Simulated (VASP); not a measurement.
Wanted: the native input for a VASP 6.6.1 run.

```
Task                   : single point
Functional             : PBE
Potentials or basis    : VASP PAW PBE potentials, release 64 (Si, F)
Cutoff                 : 520 eV
k mesh                 : 9 × 9 × 9
Occupations            : fermi-dirac, width 0.05 eV
Spin                   : no spin polarisation
Further INCAR settings : ALGO = Normal; EDIFF = 1e-07; NBANDS = 12
```

The structure of SiF lies in POSCAR:

```
SiF
1.0
    3.0286000000      0.0000000000      0.0000000000
    0.0000000000      3.0286000000      0.0000000000
    0.0000000000      0.0000000000      3.0286000000
Si F
1 1
Direct
    0.4905460000      0.4926000000      0.4836290000
    0.0078680000     -0.0103740000      0.0020390000
```

The cell was built by a generator and needn't be a form met in nature.

The cell isn't the ideal one: atoms moved at random, drawn with an rms of 0.05 Å.

One way to write it, as run:

INCAR

```
SYSTEM = SiF
PREC = Accurate
ENCUT = 520
EDIFF = 1E-7
ISMEAR = -1
SIGMA = 0.05
LREAL = .FALSE.
LASPH = .TRUE.
NELM = 100
ALGO = Normal
ISIF = 2
LWAVE = .FALSE.
LCHARG = .FALSE.
GGA = PE
NBANDS = 12
```

KPOINTS

```
Automatic mesh
0
G
  9 9 9
  0 0 0
```

Potentials or basis: VASP PAW PBE potentials, release 64 (Si, F).

Launch:

```console
$ cat potpaw_PBE.64/Si/POTCAR potpaw_PBE.64/F/POTCAR > POTCAR
$ mpirun -np 1 vasp_std > vasp.out
```

Results of the run:

```yaml
Pressure: 0.0 GPa
Largest_force: 0.054 eV/Å
Band_gap_on_the_k_mesh: none (metal or under the smearing width)
```

Caveat: an odd number of electrons without spin polarisation forces a metal; a magnetic or distorted state may lie lower.

Wall time 35 s on 1 thread of Intel(R) Xeon(R) Platinum 8488C (Sapphire Rapids), on a shared host, peak memory 0.22 GiB.
